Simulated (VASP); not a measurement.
A VASP calculation is set up with these files.

KPOINTS:
```
Automatic mesh
0
Gamma
8 8 4
0 0 0
```

### POSCAR
```
SnS2
1
    1.8496374679    -3.2036663564     0.0000000000
    1.8496374679     3.2036663564     0.0000000000
    0.0000000000    -0.0000000000     6.9566951509
Sn S
1 2
Direct
  0.0000000000   0.0000000000   0.0000000000
  0.3333330000   0.6666670000   0.2124347026
  0.6666670000   0.3333330000   0.7875652974
```

INCAR:
```
! general
SYSTEM  = SnS2
PREC    = Accurate
ENCUT   = 520
LREAL   = F
LASPH   = T

! electronic loop
EDIFF   = 1E-6
NELM    = 100
ALGO    = Normal
LMAXMIX = 4

! smearing
ISMEAR  = 0
SIGMA   = 0.05

! functional
GGA     = PE

! ions
IBRION  = 2
NSW     = 60
ISIF    = 3
EDIFFG  = -0.01

! output
LWAVE   = F
LCHARG  = F
```

POTCAR, in this order: Sn_d S (PBE.64 set). Program: vasp_std.

Question: Write an equivalent input for Quantum ESPRESSO's pw.x.

Answer: One equivalent input (not run):
```
&CONTROL
  calculation = 'vc-relax'
  pseudo_dir = './pseudo'
  outdir = './out'
  tprnfor = .true.
  tstress = .true.
  nstep = 60
  forc_conv_thr = 0.00039
/
&SYSTEM
  ibrav = 0
  nat = 3
  ntyp = 2
  ecutwfc = 72
  occupations = 'smearing'
  smearing = 'gaussian'
  degauss = 0.003675
  input_dft = 'pbe'
/
&ELECTRONS
  conv_thr = 7.3e-08
  electron_maxstep = 100
/
&IONS
/
&CELL
/
ATOMIC_SPECIES
  Sn 118.710 Sn.upf
  S 32.060 S.upf
CELL_PARAMETERS angstrom
     1.8496375   -3.2036664    0.0000000
     1.8496375    3.2036664    0.0000000
     0.0000000   -0.0000000    6.9566952
ATOMIC_POSITIONS crystal
  Sn   0.0000000  0.0000000  0.0000000
  S    0.3333330  0.6666670  0.2124347
  S    0.6666670  0.3333330  0.7875653
K_POINTS automatic
  8 8 4 0 0 0
```
The two are equivalent in intent, not identical: the potentials are each code's own (VASP's PAW set, PseudoDojo norm-conserving files in pw.x), so ENCUT and ecutwfc are chosen apart and not converted; conv_thr bounds pw.x's estimated SCF error, while EDIFF bounds the energy change between steps; forc_conv_thr acts on force components and is met together with etot_conv_thr.

The compound is SnS2 in the 1T layered structure. It was relaxed first, which changed the volume by +21 %. The start is the result of an earlier pass.
